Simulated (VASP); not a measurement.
```yaml
crystal:
  lattice:
    - [5.30657, 0.00000, 0.00000]
    - [-2.65328, 4.59562, 0.00000]
    - [0.00000, 0.00000, 7.17935]
  atoms:
    - { symbol: Er, position: [0.50000, 0.00000, 0.00000] }
    - { symbol: Er, position: [0.50000, 0.50000, 0.33333] }
    - { symbol: Er, position: [0.00000, 0.50000, 0.66667] }
    - { symbol: Si, position: [0.13294, 0.26588, 0.00000] }
    - { symbol: Si, position: [0.86706, 0.13294, 0.33333] }
    - { symbol: Si, position: [0.73412, 0.86706, 0.66667] }
    - { symbol: Si, position: [0.86706, 0.73412, 0.00000] }
    - { symbol: Si, position: [0.13294, 0.86706, 0.33333] }
    - { symbol: Si, position: [0.26588, 0.13294, 0.66667] }
```

The numbers are results of r2SCAN meta-GGA, VASP's PBE PAW potentials (set 64) (plane waves; VASP), not measurements. Settings: 400 eV cut-off, 8×8×5 Γ-centred mesh, tetrahedra with Blöchl corrections, potentials Er_3 Si.

The 4f electrons are frozen in the core of the lanthanide potential, so 4f levels, which can set the real gap, and their magnetism are missing.

**Question.** What does the run give for the energy per atom (σ→0), band gap (over mesh and band path) with the smallest direct gap where there is one?

**Answer.** 
The band gap (over mesh and band path) is none (metal, semimetal or under 0.01 eV) and the energy per atom (σ→0) is -17410 meV/atom.

The structure was generated: ErSi2 was put into the CrSi2 type (P6_222), which need not be its known phase. It was relaxed first. The electron count is odd and the run is not spin-polarised, which forces a metal.
